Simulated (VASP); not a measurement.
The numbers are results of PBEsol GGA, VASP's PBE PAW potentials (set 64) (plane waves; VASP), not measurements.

VASP ran on this input.

**INCAR**
```
GGA = PS   # PBEsol
SIGMA = 0.05   # width (eV)
SYSTEM = KMgF3
ENCUT = 400
LWAVE = F
LASPH = T
EDIFF = 1E-6
ISMEAR = -1   # Fermi-Dirac
ALGO = Normal
LCHARG = F
ISIF = 2   # forces and stress, cell fixed
NELM = 100
PREC = Accurate
LREAL = F   # projection in real space or not
```

### KPOINTS
```
Automatic mesh
0
Gamma
 8 8 8
0 0 0
```

### POSCAR
```
KMgF3
1
    3.9900000000     0.0000000000     0.0000000000
    0.0000000000     3.9900000000     0.0000000000
    0.0000000000     0.0000000000     3.9900000000
K Mg F
1 1 3
Direct
  0.0000000000   0.0000000000   0.0000000000
  0.5000000000   0.5000000000   0.5000000000
  0.5000000000   0.0000000000   0.5000000000
  0.0000000000   0.5000000000   0.5000000000
  0.5000000000   0.5000000000   0.0000000000
```

POTCAR, in this order: K_sv Mg F (PBE.64 set). Program: vasp_std.

Output of the run:

File OSZICAR:
```
       N       E                     dE             d eps       ncg     rms          rms(c)
DAV:   1     0.210820784509E+03    0.21082E+03   -0.15580E+04  1400   0.128E+03
DAV:   2    -0.181748379660E+02   -0.22900E+03   -0.22277E+03  1860   0.351E+02
DAV:   3    -0.268127936453E+02   -0.86380E+01   -0.86174E+01  1684   0.680E+01
DAV:   4    -0.270998673025E+02   -0.28707E+00   -0.28669E+00  2308   0.102E+01
DAV:   5    -0.271019276414E+02   -0.20603E-02   -0.20602E-02  1660   0.899E-01    0.777E+00
DAV:   6    -0.253721940145E+02    0.17297E+01   -0.68930E+00  1564   0.192E+01    0.388E+00
DAV:   7    -0.253368286325E+02    0.35365E-01   -0.20938E-01  1864   0.310E+00    0.246E+00
DAV:   8    -0.253246272191E+02    0.12201E-01   -0.63058E-02  1660   0.271E+00    0.245E-01
DAV:   9    -0.253247002536E+02   -0.73034E-04   -0.12672E-02  2008   0.793E-01    0.128E-01
DAV:  10    -0.253248179358E+02   -0.11768E-03   -0.80969E-04  1764   0.226E-01    0.791E-02
DAV:  11    -0.253248800843E+02   -0.62149E-04   -0.31953E-04  1720   0.136E-01    0.301E-02
DAV:  12    -0.253248604581E+02    0.19626E-04   -0.11260E-04  1652   0.731E-02    0.383E-03
DAV:  13    -0.253248604684E+02   -0.10292E-07   -0.13700E-06  1236   0.940E-03
   1 F= -.25324860E+02 E0= -.25324860E+02  d E =-.730906E-10
```

File OUTCAR:
```
------------------------ aborting loop because EDIFF is reached ----------------------------------------
  FORCE on cell =-STRESS in cart. coord.  units (eV):
  Direction    XX          YY          ZZ          XY          YZ          ZX
  --------------------------------------------------------------------------------------
  Total       -3.4123292     -3.4123292     -3.4123292     -0.0000000     -0.0000000      0.0000000
  in kB      -86.0682206    -86.0682206    -86.0682206     -0.0000000     -0.0000000      0.0000000
  external PRESSURE =     -86.0682206 kB  Pullay stress =       0.0000000 kB
  volume of cell :       63.52
      direct lattice vectors                 reciprocal lattice vectors
     3.990000000  0.000000000  0.000000000     0.250626566  0.000000000  0.000000000
     0.000000000  3.990000000  0.000000000     0.000000000  0.250626566  0.000000000
     0.000000000  0.000000000  3.990000000     0.000000000  0.000000000  0.250626566
 POSITION                                       TOTAL-FORCE (eV/Angst)
 -----------------------------------------------------------------------------------
      0.00000      0.00000      0.00000         0.000000      0.000000      0.000000
      1.99500      1.99500      1.99500         0.000000      0.000000      0.000000
      1.99500      0.00000      1.99500         0.000000      0.000000      0.000000
      0.00000      1.99500      1.99500         0.000000      0.000000      0.000000
      1.99500      1.99500      0.00000         0.000000      0.000000      0.000000
 -----------------------------------------------------------------------------------
    total drift:                                0.000000      0.000000      0.000000
  FREE ENERGIE OF THE ION-ELECTRON SYSTEM (eV)
  ---------------------------------------------------
  free  energy   TOTEN  =       -25.3248604684 eV

  energy  without entropy=      -25.3248604683  energy(sigma->0) =      -25.32486047
```
(Selected blocks of OUTCAR.)

At this cut-off the stress carries a Pulay error, which pulls relaxed volumes low.

The structure is a typed KMgF3 crystal (Pm-3m). The cell was not relaxed at this level.
